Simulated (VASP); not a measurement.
**CaMn2Bi2: input slips in a magnetic run and what they do**

Some runs on the magnet CaMn2Bi2 get a fault in the input on purpose. Which of them show, and how? The starting structure is a computed structure from the Materials Project. The reference starts from ferromagnetic moments.

Calculated with VASP 6.6.1; Kohn-Sham DFT with plane waves and PAW; PBEsol.

**1. The structure**

Symmetry: P-3m1, No. 164, trigonal system. The conventional cell has a = 4.626 Å, b = 4.626 Å, c = 7.729 Å, α = 90.00°, β = 90.00°, γ = 120.00°. Nearest to Bi lie 4 Mn at 2.86 to 2.87 Å and 3 Ca at 3.29 Å. Nearest to Mn lie 4 Bi at 2.86 to 2.87 Å. Ca has 6 Bi at 3.29 Å nearest. Farther neighbours are not listed.

**2. Reference run**

File INCAR:

```
SYSTEM = CaMn2Bi2
PREC = Accurate
ENCUT = 400
EDIFF = 1E-07
NELM = 200
ISMEAR = 1
SIGMA = 0.15
LREAL = .FALSE.
ALGO = Normal
GGA = PS
NBANDS = 49
ISPIN = 2
MAGMOM = 0 0 4.8 4.8 0
LASPH = .TRUE.
LMAXMIX = 4
LORBIT = 11
LWAVE = .FALSE.
LCHARG = .FALSE.
KPAR = 8
```

File POSCAR:

```
CaMn2Bi2
1.0
    4.6263818529      0.0000000000      0.0000000000
   -2.3131909265      4.0065642123      0.0000000000
    0.0000000000      0.0000000000      7.7287920000
Bi Mn Ca
2 2 1
Direct
    0.3333333333      0.6666666667      0.7511910000
    0.6666666667      0.3333333333      0.2488090000
    0.3333333333      0.6666666667      0.3792650000
    0.6666666667      0.3333333333      0.6207350000
    0.0000000000      0.0000000000      0.0000000000
```

File KPOINTS:

```
Automatic mesh
0
Gamma
8 8 4
0 0 0
```

PAW data sets: Bi_d, Mn_pv and Ca_sv (PBE family, release 64).

Command:

```sh
> mpirun -np 8 vasp_std
```

The program printed:

```text
[banner, memory and clock lines left out]
running    8 mpi-ranks, on    1 nodes
 distrk:  each k-point on    1 cores,    8 groups
 distr:  one band on    1 cores,    1 groups

 POSCAR found type information on POSCAR BiMnCa
 POSCAR found :  3 types and       5 ions
|                                                                             |
|           W    W    AA    RRRRR   N    N  II  N    N   GGGG   !!!           |
|           W    W   A  A   R    R  NN   N  II  NN   N  G    G  !!!           |
|           W    W  A    A  R    R  N N  N  II  N N  N  G       !!!           |
|           W WW W  AAAAAA  RRRRR   N  N N  II  N  N N  G  GGG   !            |
|           WW  WW  A    A  R   R   N   NN  II  N   NN  G    G                |
|           W    W  A    A  R    R  N    N  II  N    N   GGGG   !!!           |
|                                                                             |
|     For optimal performance we recommend to set                             |
|       NCORE = 2 up to number-of-cores-per-socket                            |
|     NCORE specifies how many cores store one orbital (NPAR=cpu/NCORE).      |
|     This setting can greatly improve the performance of VASP for DFT.       |
|     The default, NCORE=1 might be grossly inefficient on modern             |
|     multi-core architectures or massively parallel machines. Do your        |
|     Unfortunately you need to use the default for GW and RPA                |
|     calculations (for HF NCORE is supported but not extensively tested      |
|     yet).                                                                   |
|                                                                             |

|                                                                             |
|               ----> ADVICE to this user running VASP <----                  |
|                                                                             |
|     You enforced a specific xc type in the INCAR file but a different       |
|     [... a line on the potential file left out ...]
|     I HOPE YOU KNOW WHAT YOU ARE DOING!                                     |
|                                                                             |

 LDA part: xc-table for (Slater+PW92), standard interpolation
 POSCAR, INCAR and KPOINTS ok, starting setup
 FFT: planning ... GRIDC
 FFT: planning ... GRID_SOFT
 FFT: planning ... GRID
 WAVECAR not read
 entering main loop
       N       E                     dE             d eps       ncg     rms          rms(c)
DAV:   1     0.727223662058E+03    0.72722E+03   -0.30449E+04  6980   0.131E+03
DAV:   2     0.364091013259E+02   -0.69081E+03   -0.66658E+03  6885   0.431E+02
DAV:   3    -0.284195142280E+02   -0.64829E+02   -0.62965E+02  7624   0.148E+02
DAV:   4    -0.317044562714E+02   -0.32849E+01   -0.32431E+01 10088   0.318E+01
DAV:   5    -0.318854338955E+02   -0.18098E+00   -0.18068E+00  9990   0.583E+00    0.132E+01
DAV:   6    -0.314090439561E+02    0.47639E+00   -0.23246E+01  7946   0.293E+01    0.197E+01
DAV:   7    -0.293113215703E+02    0.20977E+01   -0.99665E+00  7796   0.211E+01    0.791E+00
DAV:   8    -0.294821854854E+02   -0.17086E+00   -0.70648E-01  8459   0.431E+00    0.426E+00
DAV:   9    -0.294165077692E+02    0.65678E-01   -0.75484E-01  8325   0.570E+00    0.314E+00
DAV:  10    -0.294470830842E+02   -0.30575E-01   -0.13330E-01  8329   0.191E+00    0.211E+00
DAV:  11    -0.294519918150E+02   -0.49087E-02   -0.71324E-02  7795   0.176E+00    0.336E-01
DAV:  12    -0.294531342756E+02   -0.11425E-02   -0.10280E-02  8899   0.359E-01    0.125E-01
DAV:  13    -0.294531958537E+02   -0.61578E-04   -0.41541E-04 10489   0.123E-01    0.359E-02
DAV:  14    -0.294532070855E+02   -0.11232E-04   -0.47428E-05  9085   0.531E-02    0.244E-02
DAV:  15    -0.294532130842E+02   -0.59986E-05   -0.13686E-05  8810   0.235E-02    0.102E-02
DAV:  16    -0.294532139484E+02   -0.86423E-06   -0.28308E-06  8072   0.972E-03    0.274E-03
DAV:  17    -0.294532138770E+02    0.71424E-07   -0.40949E-07  6651   0.398E-03
   1 F= -.29453214E+02 E0= -.29455399E+02  d E =0.655639E-02  mag=     9.1945
```

The job ended after 60 s (8 MPI ranks of AMD EPYC 9R14 (Zen 4), shared host; peak memory 3.3 GiB; 7.4 min of CPU time).

The logs omit lines about the potential files and the build; timing stands in the text.

OUTCAR, selected parts (step 2):

```text
ion  position               nearest neighbor table
   1  0.333  0.667  0.751-   4 2.86   4 2.86   4 2.86   3 2.87   5 3.29   5 3.29   5 3.29
   2  0.667  0.333  0.249-   3 2.86   3 2.86   3 2.86   4 2.87   5 3.29   5 3.29   5 3.29
   3  0.333  0.667  0.379-   2 2.86   2 2.86   2 2.86   1 2.87
   4  0.667  0.333  0.621-   1 2.86   1 2.86   1 2.86   2 2.87
   5  0.000  0.000  0.000-   1 3.29   2 3.29   2 3.29   1 3.29   2 3.29   1 3.29

  LATTYP: Found a hexagonal cell.
 ALAT       =     4.6263818529
 C/A-ratio  =     1.6705910246

 Subroutine GETGRP returns: Found 12 space group operations
 (whereof 12 operations were pure point group operations)

The static configuration has the point symmetry D_3d.

 Found     35 irreducible k-points:

   k-points           NKPTS =     35   k-points in BZ     NKDIM =     35   number of bands    NBANDS=     49

   dimension x,y,z NGX =    30 NGY =   30 NGZ =   50
   dimension x,y,z NGXF=    60 NGYF=   60 NGZF=  100

   ENCUT  =  400.0 eV  29.40 Ry    5.42 a.u.   7.54  7.54 12.60*2*pi/ulx,y,z

   NELECT =      66.0000    total number of electrons

 k-points in reciprocal lattice and weights: Automatic mesh
   0.00000000  0.00000000  0.00000000       0.004
   0.12500000 -0.00000000  0.00000000       0.023
   0.25000000 -0.00000000  0.00000000       0.023
   0.37500000  0.00000000  0.00000000       0.023
   0.50000000 -0.00000000  0.00000000       0.012
   0.12500000  0.12500000  0.00000000       0.023
   0.25000000  0.12500000  0.00000000       0.047
   0.37500000  0.12500000  0.00000000       0.047
   0.25000000  0.25000000  0.00000000       0.023
[...]
0.25000000  0.25000000  0.50000000       0.023
   0.37500000  0.25000000  0.50000000       0.023

 average (electrostatic) potential at core
       1-104.9818       2-104.9818       3 -69.8707       4 -69.8707       5 -45.1847

 E-fermi :   5.0680

 spin component 1
 k-point     1 :       0.0000    0.0000    0.0000
  band No.  band energies     occupation
    ...
     31       2.2790      1.00000
     32       2.3525      1.00000
     33       2.3525      1.00000
     34       4.7519      1.00557
     35       4.7519      1.00557
     36       5.6015     -0.00000
     37       5.7197     -0.00000
     38       6.2200     -0.00000
     39       6.2200     -0.00000
     40       6.6245     -0.00000
    ...

 k-point     2 :       0.1250   -0.0000    0.0000
  band No.  band energies     occupation
    ...
     32       2.3402      1.00000
     33       2.3669      1.00000
     34       3.9242      1.00000
     35       4.5962      1.00004
     36       4.6274      1.00013
     37       5.7690     -0.00000
     38       5.8213     -0.00000
     39       6.5557     -0.00000
     40       6.9186     -0.00000
     41       7.3884     -0.00000
    ...

 k-point     3 :       0.2500   -0.0000    0.0000
  band No.  band energies     occupation
    ...
     33       2.3498      1.00000
     34       2.9862      1.00000
     35       3.6024      1.00000
     36       4.1957      1.00000
     37       4.9896      0.88237
     38       5.2859     -0.02971
     39       6.8314     -0.00000
     40       6.9433     -0.00000
     41       8.0133     -0.00000
     42       8.0856      0.00000
    ...

 k-point     4 :       0.3750    0.0000    0.0000
  band No.  band energies     occupation
    ...
     34       2.6571      1.00000
     35       3.0176      1.00000
     36       3.7504      1.00000
     37       4.1339      1.00000
     38       4.9521      0.98276
     39       6.5366     -0.00000
     40       7.3152     -0.00000
     41       8.0850      0.00000
     42       8.2725      0.00000
     43       8.4158      0.00000
    ...

 k-point     5 :       0.5000   -0.0000    0.0000
  band No.  band energies     occupation
    ...
     34       2.7336      1.00000
     35       2.9479      1.00000
     36       3.5396      1.00000
     37       3.6019      1.00000
     38       4.8436      1.02783
     39       6.4074     -0.00000
     40       7.5037     -0.00000
     41       7.8251     -0.00000
     42       8.4670      0.00000
     43       8.4820      0.00000
    ...

 k-point     6 :       0.1250    0.1250    0.0000
  band No.  band energies     occupation
    ...
     33       2.3672      1.00000
     34       3.2408      1.00000
     35       3.8045      1.00000
     36       4.2247      1.00000
     37       5.0297      0.70844
     38       5.5711     -0.00001
     39       6.7775     -0.00000
     40       7.4539     -0.00000
     41       7.6602     -0.00000
     42       7.9532     -0.00000
    ...

  Total       -2.3836926     -2.3836926     -2.3929885      0.0000000      0.0000000      0.0000000
  in kB      -26.6584954    -26.6584954    -26.7624579      0.0000000      0.0000000      0.0000000
  external PRESSURE =     -26.6931496 kB  Pullay stress =       0.0000000 kB

  energy-cutoff  :      400.00
  volume of cell :      143.26
      direct lattice vectors                 reciprocal lattice vectors
     4.626381853  0.000000000  0.000000000     0.216151635  0.124795204  0.000000000
    -2.313190926  4.006564212  0.000000000     0.000000000  0.249590409  0.000000000
     0.000000000  0.000000000  7.728792000     0.000000000  0.000000000  0.129386326

 POSITION                                       TOTAL-FORCE (eV/Angst)
 -----------------------------------------------------------------------------------
     -0.00000      2.67104      5.80580        -0.000000     -0.000000     -0.151843
      2.31319      1.33552      1.92299        -0.000000      0.000000      0.151843
     -0.00000      2.67104      2.93126         0.000000     -0.000000      0.021457
      2.31319      1.33552      4.79753         0.000000      0.000000     -0.021457
      0.00000      0.00000      0.00000         0.000000      0.000000     -0.000000
 -----------------------------------------------------------------------------------
    total drift:                               -0.000000      0.000000      0.000000

  FREE ENERGIE OF THE ION-ELECTRON SYSTEM (eV)
  ---------------------------------------------------
  free  energy   TOTEN  =       -29.4532138770 eV

  energy  without entropy=      -29.4597702669  energy(sigma->0) =      -29.45539934

 total charge
# of ion       s       p       d       tot
------------------------------------------
    1        1.429   1.681   9.892  13.002
    2        1.429   1.681   9.892  13.002
    3        0.268   6.169   4.916  11.352
    4        0.268   6.169   4.916  11.352
    5        2.037   5.834   0.237   8.108
--------------------------------------------------
tot          5.431  21.533  29.853  56.817

 magnetization (x)
# of ion       s       p       d       tot
------------------------------------------
    1        0.008  -0.038   0.015  -0.015
    2        0.008  -0.038   0.015  -0.015
    3        0.048   0.045   4.026   4.119
    4        0.048   0.045   4.026   4.119
    5        0.005   0.001   0.043   0.049
--------------------------------------------------
tot          0.118   0.014   8.124   8.256

[... 6 further parts left out ...]
```

Another run with the same input but another start ends lower by 99 meV an atom, with moments of up to 4.0 μB that cancel in the cell; so the state that PBEsol gives here isn't the lowest.

Experiment finds antiferromagnetic order in this phase (below 150 K, arxiv:1907.07203), so this ferromagnetic run describes another state. The run shows no gap at this level; if that holds and bands cross the Fermi level widely, this k-mesh is coarse for it. The PAW data sets were made with PBE, which is usual practice but a small mismatch for other functionals. At this level the cell is under a tension of 2.7 GPa, so at these settings it is away from equilibrium.

Reference: the moments inside the Mn spheres have a mean size of 4.12 μB, and the cell carries 9.19 μB, with no gap.

**3. Run with a list of starting moments that is one short**

A slip made on purpose: a list of starting moments that is one short. Against step 2 the input has MAGMOM = 1 1 1 1 (also changed: NELM).

INCAR: that of step 2 with these lines changed.

```diff
@@ -4,3 +4,3 @@
 EDIFF = 1E-07
-NELM = 200
+NELM = 60
 ISMEAR = 1
@@ -12,3 +12,3 @@
 ISPIN = 2
-MAGMOM = 0 0 4.8 4.8 0
+MAGMOM = 1 1 1 1
 LASPH = .TRUE.
```

POSCAR is that of step 2.

KPOINTS is that of step 2.

Command:

```sh
> mpirun -np 8 vasp_std
```

The program printed:

```text
running    8 mpi-ranks, on    1 nodes
[...]
-----------------------------------------------------------------------------
|                                                                             |
|     EEEEEEE  RRRRRR   RRRRRR   OOOOOOO  RRRRRR      ###     ###     ###     |
|     E        R     R  R     R  O     O  R     R     ###     ###     ###     |
|     E        R     R  R     R  O     O  R     R     ###     ###     ###     |
|     EEEEE    RRRRRR   RRRRRR   O     O  RRRRRR       #       #       #      |
|     E        R   R    R   R    O     O  R   R                               |
|     E        R    R   R    R   O     O  R    R      ###     ###     ###     |
|     EEEEEEE  R     R  R     R  OOOOOOO  R     R     ###     ###     ###     |
|                                                                             |
|     ERROR: You have set 4 value(s) for MAGMOM; however for                  |
|     spin-polarized calculations (ISPIN=2), MAGMOM has to be a list of       |
|     NIONS values. NIONS=5 in your calculation.                              |
|                                                                             |
|       ---->  I REFUSE TO CONTINUE WITH THIS SICK JOB ... BYE!!! <----       |
|                                                                             |
 -----------------------------------------------------------------------------

1
1
1
1
1
1
1
1
```

Run time: 7.2 s. Hardware: 8 MPI ranks.

VASP stopped with this message: “ERROR: You have set 4 value(s) for MAGMOM; however for spin-polarized calculations (ISPIN=2), MAGMOM has to be a list of NIONS values. NIONS=5 in your calculation”.

**4. Run with too few electronic steps**

A slip made on purpose: too few electronic steps. Against step 2 the input has NELM = 5.

INCAR: that of step 3 with these lines changed.

```diff
@@ -4,3 +4,3 @@
 EDIFF = 1E-07
-NELM = 60
+NELM = 5
 ISMEAR = 1
@@ -12,3 +12,3 @@
 ISPIN = 2
-MAGMOM = 1 1 1 1
+MAGMOM = 0 0 4.8 4.8 0
 LASPH = .TRUE.
```

POSCAR is that of step 3.

KPOINTS is that of step 3.

Command:

```sh
> mpirun -np 8 vasp_std
```

The program printed:

```text
[banner, memory and clock lines left out]
running    8 mpi-ranks, on    1 nodes
[...]
[... a notice as in an earlier step ...]

 [... a notice as in an earlier step ...]

 LDA part: xc-table for (Slater+PW92), standard interpolation
 POSCAR, INCAR and KPOINTS ok, starting setup
[...]
entering main loop
       N       E                     dE             d eps       ncg     rms          rms(c)
[... 4 cycles as in an earlier step ...]
DAV:   5    -0.318854338955E+02   -0.18098E+00   -0.18068E+00  9990   0.583E+00
|                                                                             |
|           W    W    AA    RRRRR   N    N  II  N    N   GGGG   !!!           |
|           W    W   A  A   R    R  NN   N  II  NN   N  G    G  !!!           |
|           W    W  A    A  R    R  N N  N  II  N N  N  G       !!!           |
|           W WW W  AAAAAA  RRRRR   N  N N  II  N  N N  G  GGG   !            |
|           WW  WW  A    A  R   R   N   NN  II  N   NN  G    G                |
|           W    W  A    A  R    R  N    N  II  N    N   GGGG   !!!           |
|                                                                             |
|     The electronic self-consistency was not achieved in the given           |
|     number of steps (NELM). The forces and other quantities evaluated       |
|     might not be reliable so examine the results carefully. If you find     |
|     spurious results, we suggest increasing NELM, if you were close to      |
|     convergence or switching to a different ALGO or adjusting the           |
|     density mixing parameters otherwise.                                    |
|                                                                             |

   1 F= -.31885434E+02 E0= -.31885079E+02  d E =-.106454E-02  mag=     9.5235
```

Wall time 20 s (8 MPI ranks); peak memory 3 GiB.

From OUTCAR (step 4):

```text
  Total      -66.5749207    -66.5749207    -74.3492125      0.0000000      0.0000000      0.0000000
  in kB     -744.5537189   -744.5537189   -831.4990402      0.0000000      0.0000000      0.0000000
  external PRESSURE =    -773.5354926 kB  Pullay stress =       0.0000000 kB

 POSITION                                       TOTAL-FORCE (eV/Angst)
 -----------------------------------------------------------------------------------
     -0.00000      2.67104      5.80580        -0.000000      0.000000      0.954072
      2.31319      1.33552      1.92299        -0.000000     -0.000000     -0.954072
     -0.00000      2.67104      2.93126         0.000000      0.000000     -0.241453
      2.31319      1.33552      4.79753         0.000000     -0.000000      0.241453
      0.00000      0.00000      0.00000         0.000000      0.000000      0.000000
 -----------------------------------------------------------------------------------
    total drift:                               -0.000000      0.000000      0.000000

  FREE ENERGIE OF THE ION-ELECTRON SYSTEM (eV)
  ---------------------------------------------------
  free  energy   TOTEN  =       -31.8854338955 eV

  energy  without entropy=      -31.8843693557  energy(sigma->0) =      -31.88507905

 magnetization (x)
# of ion       s       p       d       tot
------------------------------------------
    1        0.005  -0.046   0.030  -0.011
    2        0.005  -0.046   0.030  -0.011
    3        0.040   0.034   3.969   4.043
    4        0.040   0.034   3.969   4.043
    5        0.006   0.000   0.055   0.060
--------------------------------------------------
tot          0.096  -0.023   8.052   8.125

[... 2 parts as in an earlier step ...]

[... 1 further part left out ...]
[key lines of the parts left out:]
E-fermi :   5.9457
```

The electronic loop didn't reach EDIFF within its 5 cycles (NELM).

(Part 1 of 2 ends here.)

[Lines on the potential files, build, host, timing and source positions are cut from VASP's logs without a mark.]

[Logs are printed without paths, hosts, clocks, repeated set-up lines and the standing remarks that a program may print on its own settings, such as how far it seeks lower states.]

[Hosts, paths, dates, database ids (printed as entryN), source tags and the programs' standing remarks are cut or masked in the printed files.]
